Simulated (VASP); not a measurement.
## SiB: single point with PBEsol

Crystal: SiB.

```xyz
8
Lattice="5.2403 0.0000 0.0000 0.0000 2.9767 0.0000 0.0000 0.0000 5.6696" Properties=species:S:1:pos:R:3 pbc="T T T"
Si    4.3565    2.2325    0.5342
Si    0.8838    0.7442    5.1354
Si    3.5040    0.7442    3.3690
Si    1.7363    2.2325    2.3006
B     4.8752    2.2325    2.5200
B     0.3651    0.7442    3.1496
B     2.2551    2.2325    0.3148
B     2.9852    0.7442    5.3548
```

The cell was built by a generator and needn't be a form met in nature.

```json
{"Program": "VASP 6.6.1", "Task": "single point", "Functional": "PBEsol", "Potentials or basis": "VASP PAW PBE potentials, release 64 (Si, B)", "Cutoff": "520 eV", "k mesh": "6 × 10 × 6", "Occupations": "gaussian, width 0.1 eV", "Spin": "no spin polarisation"}
```

| Quantity | Value |
| --- | --- |
| Pressure | -2.3 GPa |
| Largest force | 0.034 eV/Å |
| Band gap on the k mesh | none (metal or under the smearing width) |

Forces in eV/Å, atoms in the order of the input:
```
Si  -0.015  0.000 -0.022
Si   0.015  0.000  0.022
Si   0.015  0.000 -0.022
Si  -0.015  0.000  0.022
B   -0.010  0.000  0.033
B    0.010  0.000 -0.033
B   -0.010  0.000 -0.033
B    0.010  0.000  0.033
```

Stress tensor (GPa, compression positive):
```
-2.10  0.00  0.00
 0.00 -2.48  0.00
 0.00  0.00 -2.31
```

Levels at points of the mesh, in eV from the Fermi level:
| k point | band 10 | band 11 | band 12 | band 13 | band 14 | band 15 | band 16 | band 17 | band 18 | band 19 |
| --- | --- | --- | --- | --- | --- | --- | --- | --- | --- | --- |
| (0.00, 0.00, 0.00) | -2.91 | -1.98 | -0.24 | 2.69 | 2.93 | 2.99 | 4.10 | 4.12 | 4.55 | 4.80 |
| (0.50, 0.00, 0.00) | -2.39 | -1.82 | -1.82 | 0.31 | 0.31 | 2.98 | 2.98 | 3.25 | 3.25 | 3.94 |
| (0.00, 0.50, 0.00) | -5.58 | -4.51 | -4.51 | -2.24 | -2.24 | -1.46 | -1.46 | 0.66 | 0.66 | 5.93 |
| (0.50, 0.50, 0.00) | -4.35 | -4.35 | -4.35 | -0.79 | -0.79 | -0.79 | -0.79 | 3.28 | 3.28 | 3.28 |
| (0.00, 0.00, 0.50) | -2.47 | -2.42 | -2.42 | 1.47 | 1.47 | 3.46 | 3.46 | 3.85 | 3.85 | 4.12 |
| (0.50, 0.00, 0.50) | -3.36 | -2.34 | -2.34 | -1.77 | -1.77 | 2.48 | 2.48 | 4.23 | 4.30 | 4.45 |
| (0.00, 0.50, 0.50) | -5.60 | -4.33 | -4.33 | -2.33 | -2.33 | -0.05 | -0.05 | 1.92 | 1.92 | 3.68 |
| (0.50, 0.50, 0.50) | -2.71 | -2.71 | -2.71 | -0.35 | -0.35 | -0.35 | -0.35 | 2.14 | 2.14 | 2.14 |

It took 50 s on 2 MPI ranks on Intel(R) Xeon(R) Platinum 8488C (Sapphire Rapids) (shared host), peak memory 0.26 GiB a rank.

Caveat: the PAW data sets were made with another functional, which shifts forces and pressure a little.
